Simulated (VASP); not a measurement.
These are LDA (Ceperley-Alder, Perdew-Zunger), VASP's LDA PAW potentials (set 64) (plane waves; VASP) values and carry that method's errors.

Gaps are without spin-orbit coupling.

Question: Order these relaxed crystals by band gap, smallest first: AlP, F-43m (216); AlN, F-43m (216); Sr2HN, R-3m (166); CdF2, Fm-3m (225).

Answer: AlP, F-43m (216) (1.42 eV), Sr2HN, R-3m (166) (1.71 eV), CdF2, Fm-3m (225) (2.94 eV), AlN, F-43m (216) (3.23 eV)
